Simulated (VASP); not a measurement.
# Band gap of GaSb at several levels of theory

How does the band gap of GaSb depend on the functional? The starting structure is a measured crystal structure from the Crystallography Open Database. Cell and atoms stay as given. Meshes and data sets differ where the inputs say so.

Program: VASP 6.6.1. Level of theory: Kohn-Sham DFT with plane waves and PAW; 9 levels of theory, named at each step. Results are calculated unless marked as measured.

The database entry behind the starting cell differs from later determinations by our own check (about 0.4 % long), so it need not match the best structure at ambient conditions.

### Step 1. Starting point

Symmetry: F-43m, No. 216, cubic system. Conventional cell: a = 6.118 Å, b = 6.118 Å, c = 6.118 Å, α = 90.00°, β = 90.00°, γ = 90.00°. Sb has 4 Ga at 2.65 Å nearest. Nearest to Ga lie 4 Sb at 2.65 Å. Farther neighbours are not listed.

### Step 2. Bands with LDA

LDA, the lowest rung, knows the local density alone.

The input, INCAR:

```
SYSTEM = GaSb
PREC = Accurate
ENCUT = 350
EDIFF = 1E-06
NELM = 100
ISMEAR = 0
SIGMA = 0.03
LREAL = .FALSE.
ALGO = Normal
GGA = CA
NBANDS = 21
LORBIT = 11
LWAVE = .FALSE.
LCHARG = .FALSE.
KPAR = 4
```

The input, POSCAR:

```
GaSb
1.0
    0.0000000000      3.0590000000      3.0590000000
    3.0590000000      0.0000000000      3.0590000000
    3.0590000000      3.0590000000      0.0000000000
Sb Ga
1 1
Direct
    0.7500000000      0.7500000000      0.7500000000
    0.0000000000      0.0000000000      0.0000000000
```

The input, KPOINTS:

```
Automatic mesh
0
Gamma
6 6 6
0 0 0
```

The input, KPOINTS_OPT:

```
Line mode
10
Line-mode
Reciprocal
  0.00000000   0.00000000   0.00000000 GAMMA
  0.50000000   0.00000000   0.50000000 X

  0.50000000   0.00000000   0.50000000 X
  0.50000000   0.25000000   0.75000000 W

  0.50000000   0.25000000   0.75000000 W
  0.37500000   0.37500000   0.75000000 K

  0.37500000   0.37500000   0.75000000 K
  0.00000000   0.00000000   0.00000000 GAMMA

  0.00000000   0.00000000   0.00000000 GAMMA
  0.50000000   0.50000000   0.50000000 L

  0.50000000   0.50000000   0.50000000 L
  0.62500000   0.25000000   0.62500000 U

  0.62500000   0.25000000   0.62500000 U
  0.50000000   0.25000000   0.75000000 W

  0.50000000   0.25000000   0.75000000 W
  0.50000000   0.50000000   0.50000000 L

  0.50000000   0.50000000   0.50000000 L
  0.37500000   0.37500000   0.75000000 K

  0.62500000   0.25000000   0.62500000 U
  0.50000000   0.00000000   0.50000000 X
```

Potentials, in the order of the species: Sb and Ga_d (LDA family, release 64).

The run is started by

```console
$ mpirun -np 4 vasp_std
```

The log of the run:

```text
[banner, memory and clock lines left out]
running    4 mpi-ranks, on    1 nodes
 distrk:  each k-point on    1 cores,    4 groups
 distr:  one band on    1 cores,    1 groups

 POSCAR found type information on POSCAR SbGa
 POSCAR found :  2 types and       2 ions
 LDA part: xc-table for (Slater(with rela. corr.)+CA(PZ))
 , standard interpolation
 POSCAR, INCAR and KPOINTS ok, starting setup
 FFT: planning ... GRIDC
 FFT: planning ... GRID_SOFT
 FFT: planning ... GRID
 WAVECAR not read
 entering main loop
       N       E                     dE             d eps       ncg     rms          rms(c)
DAV:   1     0.893346800963E+02    0.89335E+02   -0.66531E+03   692   0.850E+02
DAV:   2     0.862230633040E+00   -0.88472E+02   -0.83613E+02   732   0.246E+02
DAV:   3    -0.856194102294E+01   -0.94242E+01   -0.93681E+01   790   0.593E+01
DAV:   4    -0.875128170170E+01   -0.18934E+00   -0.18927E+00   806   0.927E+00
DAV:   5    -0.875516987617E+01   -0.38882E-02   -0.38880E-02   817   0.123E+00    0.331E+00
DAV:   6    -0.866781405178E+01    0.87356E-01   -0.55613E-02   955   0.308E+00    0.189E+00
DAV:   7    -0.863254539997E+01    0.35269E-01   -0.37076E-02   795   0.123E+00    0.312E-01
DAV:   8    -0.863222707818E+01    0.31832E-03   -0.44828E-03   742   0.564E-01    0.110E-01
DAV:   9    -0.863232031700E+01   -0.93239E-04   -0.36412E-04   872   0.133E-01    0.434E-02
DAV:  10    -0.863230928849E+01    0.11029E-04   -0.18474E-05   775   0.363E-02    0.128E-02
DAV:  11    -0.863231137307E+01   -0.20846E-05   -0.36189E-06   777   0.119E-02    0.719E-03
DAV:  12    -0.863231132019E+01    0.52873E-07   -0.22147E-07   466   0.352E-03
   1 F= -.86323113E+01 E0= -.86322042E+01  d E =-.214253E-03
 Start KPOINTS_OPT (optional k-point list driver)
k-point batch [1-16\100]
       N       E                     dE             ncg
DAV:   1    -0.748301431715E+02   -0.54874E+04      718
DAV:   2    -0.152007329030E+04   -0.14452E+04      706
DAV:   3    -0.166991322753E+04   -0.14984E+03      807
DAV:   4    -0.167298344195E+04   -0.30702E+01      795
DAV:   5    -0.167304239266E+04   -0.58951E-01      835
DAV:   6    -0.167304503986E+04   -0.26472E-02      929
DAV:   7    -0.167304507649E+04   -0.36632E-04      874
DAV:   8    -0.167304507831E+04   -0.18161E-05      671
DAV:   9    -0.167304507834E+04   -0.27952E-07      551
[...]
k-point batch [97-100\100]
       N       E                     dE             ncg
DAV:   1     0.572171250368E+04   -0.19955E+04      178
DAV:   2     0.534787352626E+04   -0.37384E+03      176
DAV:   3     0.530747574183E+04   -0.40398E+02      214
DAV:   4     0.530666277143E+04   -0.81297E+00      211
DAV:   5     0.530664868507E+04   -0.14086E-01      178
DAV:   6     0.530664791377E+04   -0.77130E-03      262
DAV:   7     0.530664791173E+04   -0.20406E-05      198
DAV:   8     0.530664791171E+04   -0.22201E-07      176
```

It took 18 s on 4 MPI ranks of AMD EPYC 7R43, shared host; peak memory 0.5 GiB; 68 s of CPU time.

The logs omit lines about the potential files and the build; timing stands in the text.

From OUTCAR (step 2):

```text
ion  position               nearest neighbor table
   1  0.750  0.750  0.750-   2 2.65   2 2.65   2 2.65   2 2.65
   2  0.000  0.000  0.000-   1 2.65   1 2.65   1 2.65   1 2.65

  LATTYP: Found a face centered cubic cell.
 ALAT       =     6.1180000000

 Subroutine GETGRP returns: Found 24 space group operations
 (whereof 24 operations were pure point group operations)

The static configuration has the point symmetry T_d .

 Found     16 irreducible k-points:

   k-points           NKPTS =     16   k-points in BZ     NKDIM =     16   number of bands    NBANDS=     21

   dimension x,y,z NGX =    28 NGY =   28 NGZ =   28
   dimension x,y,z NGXF=    56 NGYF=   56 NGZF=   56

   ENCUT  =  350.0 eV  25.72 Ry    5.07 a.u.   6.60  6.60  6.60*2*pi/ulx,y,z

   NELECT =      18.0000    total number of electrons

 k-points in reciprocal lattice and weights: Automatic mesh
   0.00000000  0.00000000  0.00000000       0.005
   0.16666667  0.00000000  0.00000000       0.037
   0.33333333  0.00000000  0.00000000       0.037
   0.50000000  0.00000000  0.00000000       0.019
   0.16666667  0.16666667  0.00000000       0.028
   0.33333333  0.16666667  0.00000000       0.111
   0.50000000  0.16666667  0.00000000       0.111
  -0.33333333  0.16666667  0.00000000       0.111
  -0.16666667  0.16666667  0.00000000       0.056
[...]
-0.33333333  0.33333333  0.16666667       0.111
  -0.33333333  0.50000000  0.16666667       0.056

 average (electrostatic) potential at core
       1 -88.6434       2 -66.8674

 E-fermi :   4.6958

 k-point     1 :       0.0000    0.0000    0.0000
  band No.  band energies     occupation
    ...
      6      -6.8315      2.00000
      7       4.5588      2.00000
      8       4.6867      1.33334
      9       4.6867      1.33334
     10       4.6867      1.33333
     11       7.4307      0.00000
     12       7.4307      0.00000
     13       7.4307      0.00000
     14      10.2855      0.00000
     15      13.2425      0.00000
    ...

 k-point     2 :       0.1667    0.0000    0.0000
  band No.  band energies     occupation
    ...
      5     -10.4047      2.00000
      6      -6.5500      2.00000
      7       1.9274      2.00000
      8       4.2832      2.00000
      9       4.2832      2.00000
     10       5.5980      0.00000
     11       7.9694      0.00000
     12       7.9694      0.00000
     13       8.5481      0.00000
     14      11.5546      0.00000
    ...

 k-point     3 :       0.3333    0.0000    0.0000
  band No.  band energies     occupation
    ...
      5     -10.4045      2.00000
      6      -5.7997      2.00000
      7      -0.5344      2.00000
      8       3.7400      2.00000
      9       3.7400      2.00000
     10       5.1720      0.00000
     11       8.4137      0.00000
     12       8.4137      0.00000
     13      10.9892      0.00000
     14      11.5647      0.00000
    ...

  Total       -0.5695274     -0.5695274     -0.5695274     -0.0000000     -0.0000000     -0.0000000
  in kB      -15.9388417    -15.9388417    -15.9388417     -0.0000000     -0.0000000     -0.0000000
  external PRESSURE =     -15.9388417 kB  Pullay stress =       0.0000000 kB

  energy-cutoff  :      350.00
  volume of cell :       57.25
      direct lattice vectors                 reciprocal lattice vectors
     0.000000000  3.059000000  3.059000000    -0.163452109  0.163452109  0.163452109
     3.059000000  0.000000000  3.059000000     0.163452109 -0.163452109  0.163452109
     3.059000000  3.059000000  0.000000000     0.163452109  0.163452109 -0.163452109

 POSITION                                       TOTAL-FORCE (eV/Angst)
 -----------------------------------------------------------------------------------
      4.58850      4.58850      4.58850         0.000000     -0.000000      0.000000
      0.00000      0.00000      0.00000        -0.000000      0.000000     -0.000000
 -----------------------------------------------------------------------------------
    total drift:                               -0.000001     -0.000001     -0.000001

  FREE ENERGIE OF THE ION-ELECTRON SYSTEM (eV)
  ---------------------------------------------------
  free  energy   TOTEN  =        -8.6323113202 eV

  energy  without entropy=       -8.6320970670  energy(sigma->0) =       -8.63220419

 total charge
# of ion       s       p       d       tot
------------------------------------------
    1        1.138   1.346   0.029   2.513
    2        0.919   0.769   9.961  11.650
--------------------------------------------------
tot          2.057   2.116   9.990  14.163

[... 3 further parts left out ...]
```

The run shows no gap at this level; if that holds and bands cross the Fermi level widely, this k-mesh is coarse for it. Spin-orbit coupling is off here; with elements this heavy it can split and shift levels by tenths of an eV.

LDA gives no gap.

### Step 3. Bands with PBE

PBE, the usual starting point, adds the gradient of the density.

INCAR, as its differences from that of step 2:

```diff
@@ -9,3 +9,3 @@
 ALGO = Normal
-GGA = CA
+GGA = PE
 NBANDS = 21
```

POSCAR is that of step 2.

KPOINTS is that of step 2.

KPOINTS_OPT is that of step 2.

The projector-augmented-wave data sets are Sb and Ga_d (PBE family, release 64).

The run is started by

```console
$ mpirun -np 4 vasp_std
```

The log of the run:

```text
[banner, memory and clock lines left out]
running    4 mpi-ranks, on    1 nodes
[...]
LDA part: xc-table for (Slater+PW92), standard interpolation
 POSCAR, INCAR and KPOINTS ok, starting setup
[...]
entering main loop
       N       E                     dE             d eps       ncg     rms          rms(c)
DAV:   1     0.892074129418E+02    0.89207E+02   -0.66642E+03   692   0.855E+02
DAV:   2     0.192327526483E+01   -0.87284E+02   -0.82459E+02   724   0.245E+02
DAV:   3    -0.719469458901E+01   -0.91180E+01   -0.90628E+01   793   0.585E+01
DAV:   4    -0.737343036789E+01   -0.17874E+00   -0.17868E+00   783   0.893E+00
[...]
DAV:  10    -0.731879431802E+01   -0.35392E-04   -0.39654E-05   806   0.446E-02    0.839E-03
DAV:  11    -0.731881347796E+01   -0.19160E-04   -0.20306E-05   755   0.180E-02    0.884E-03
DAV:  12    -0.731881410261E+01   -0.62465E-06   -0.15650E-06   793   0.537E-03
   1 F= -.73188141E+01 E0= -.73187165E+01  d E =-.195204E-03
 Start KPOINTS_OPT (optional k-point list driver)
k-point batch [1-16\100]
       N       E                     dE             ncg
DAV:   1    -0.200365944512E+02   -0.54326E+04      718
DAV:   2    -0.144911669369E+04   -0.14291E+04      716
DAV:   3    -0.159461357327E+04   -0.14550E+03      807
DAV:   4    -0.159759272625E+04   -0.29792E+01      821
DAV:   5    -0.159764589189E+04   -0.53166E-01      843
DAV:   6    -0.159764822293E+04   -0.23310E-02      919
DAV:   7    -0.159764825802E+04   -0.35096E-04      890
DAV:   8    -0.159764825933E+04   -0.13039E-05      637
DAV:   9    -0.159764825935E+04   -0.28024E-07      557
[...]
k-point batch [97-100\100]
       N       E                     dE             ncg
DAV:   1     0.573330926336E+04   -0.19839E+04      178
DAV:   2     0.536531942989E+04   -0.36799E+03      189
DAV:   3     0.532619534625E+04   -0.39124E+02      209
DAV:   4     0.532541741196E+04   -0.77793E+00      216
DAV:   5     0.532540406037E+04   -0.13352E-01      201
DAV:   6     0.532540337334E+04   -0.68703E-03      251
DAV:   7     0.532540336952E+04   -0.38138E-05      201
DAV:   8     0.532540336932E+04   -0.20468E-06      182
```

Run time: 17 s. Hardware: 4 MPI ranks; peak memory 0.48 GiB; 64 s of CPU time.

OUTCAR, selected parts (step 3):

```text
  Total        0.8269720      0.8269720      0.8269720      0.0000000      0.0000000      0.0000000
  in kB       23.1437101     23.1437101     23.1437101      0.0000000      0.0000000      0.0000000
  external PRESSURE =      23.1437101 kB  Pullay stress =       0.0000000 kB

 POSITION                                       TOTAL-FORCE (eV/Angst)
 -----------------------------------------------------------------------------------
      4.58850      4.58850      4.58850        -0.000000     -0.000000     -0.000000
      0.00000      0.00000      0.00000         0.000000      0.000000      0.000000
 -----------------------------------------------------------------------------------
    total drift:                               -0.000004     -0.000004     -0.000004

  FREE ENERGIE OF THE ION-ELECTRON SYSTEM (eV)
  ---------------------------------------------------
  free  energy   TOTEN  =        -7.3188141026 eV

  energy  without entropy=       -7.3186188984  energy(sigma->0) =       -7.31871650

[... 2 parts as in an earlier step ...]

[... 1 further part left out ...]
[key lines of the parts left out:]
E-fermi :   4.9034
```

PBE gives a direct gap of 0.031 eV. Read at the sampled points alone, a gap this small can hide bands that cross between them, as inverted bands do.

### Step 4. Bands with r2SCAN

r2SCAN adds the kinetic-energy density, costs more than a GGA and is run with LASPH.

INCAR, as its differences from that of step 3:

```diff
@@ -9,3 +9,4 @@
 ALGO = Normal
-GGA = PE
+METAGGA = R2SCAN
+LASPH = .TRUE.
 NBANDS = 21
```

POSCAR is that of step 3.

KPOINTS is that of step 3.

KPOINTS_OPT is that of step 3.

The run is started by

```console
$ mpirun -np 4 vasp_std
```

The log of the run:

```text
[banner, memory and clock lines left out]
running    4 mpi-ranks, on    1 nodes
[...]
|                                                                             |
|               ----> ADVICE to this user running VASP <----                  |
|                                                                             |
|     You enforced a specific xc type in the INCAR file but a different       |
|     [... a line on the potential file left out ...]
|     I HOPE YOU KNOW WHAT YOU ARE DOING!                                     |
|                                                                             |

 LDA part: xc-table for (None), standard interpolation
 POSCAR, INCAR and KPOINTS ok, starting setup
[...]
entering main loop
       N       E                     dE             d eps       ncg     rms          rms(c)
DAV:   1     0.598747203299E+02    0.59875E+02   -0.68715E+03   692   0.883E+02
DAV:   2    -0.297443290259E+02   -0.89619E+02   -0.84653E+02   724   0.253E+02
[...]
DAV:  13    -0.375758473004E+02    0.21441E-05   -0.40812E-06   781   0.265E-02    0.108E-03
DAV:  14    -0.375758475330E+02   -0.23257E-06   -0.33442E-07   446   0.398E-03
   1 F= -.37575848E+02 E0= -.37575848E+02  d E =-.724600E-17
 Start KPOINTS_OPT (optional k-point list driver)
k-point batch [1-16\100]
       N       E                     dE             ncg
DAV:   1    -0.111361315414E+03   -0.55239E+04      718
DAV:   2    -0.159163361976E+04   -0.14803E+04      716
DAV:   3    -0.174278408361E+04   -0.15115E+03      807
DAV:   4    -0.174586318676E+04   -0.30791E+01      808
DAV:   5    -0.174591697299E+04   -0.53786E-01      833
DAV:   6    -0.174591924746E+04   -0.22745E-02      963
DAV:   7    -0.174591926931E+04   -0.21848E-04      861
DAV:   8    -0.174591926978E+04   -0.47230E-06      627
[...]
k-point batch [97-100\100]
       N       E                     dE             ncg
DAV:   1     0.570934015205E+04   -0.20079E+04      178
DAV:   2     0.532852870923E+04   -0.38081E+03      189
DAV:   3     0.528821943706E+04   -0.40309E+02      209
DAV:   4     0.528741847107E+04   -0.80097E+00      208
DAV:   5     0.528740484192E+04   -0.13629E-01      193
DAV:   6     0.528740410075E+04   -0.74117E-03      259
DAV:   7     0.528740409698E+04   -0.37689E-05      186
DAV:   8     0.528740409696E+04   -0.23390E-07      174
```

The job ended after 78 s (4 MPI ranks; peak memory 0.52 GiB; 5.1 min of CPU time).

From OUTCAR (step 4):

```text
  Total        0.1193094      0.1193094      0.1193094      0.0000000      0.0000000     -0.0000000
  in kB        3.3390019      3.3390019      3.3390019      0.0000000      0.0000000     -0.0000000
  external PRESSURE =       3.3390019 kB  Pullay stress =       0.0000000 kB

 POSITION                                       TOTAL-FORCE (eV/Angst)
 -----------------------------------------------------------------------------------
      4.58850      4.58850      4.58850         0.000000      0.000000      0.000000
      0.00000      0.00000      0.00000        -0.000000     -0.000000     -0.000000
 -----------------------------------------------------------------------------------
    total drift:                                0.000021      0.000021      0.000020

  FREE ENERGIE OF THE ION-ELECTRON SYSTEM (eV)
  ---------------------------------------------------
  free  energy   TOTEN  =       -37.5758475330 eV

  energy  without entropy=      -37.5758475330  energy(sigma->0) =      -37.57584753

[... 2 parts as in an earlier step ...]

[... 1 further part left out ...]
[key lines of the parts left out:]
E-fermi :   4.8586
```

r2SCAN gives a direct gap of 0.449 eV.

(Continued in part 2 of 3.)

[Lines on the potential files, build, host, timing and source positions are cut from VASP's logs without a mark.]

[Logs are printed without paths, hosts, clocks, repeated set-up lines and the standing remarks that a program may print on its own settings, such as how far it seeks lower states.]

[Hosts, paths, dates, database ids (printed as entryN), source tags and the programs' standing remarks are cut or masked in the printed files.]
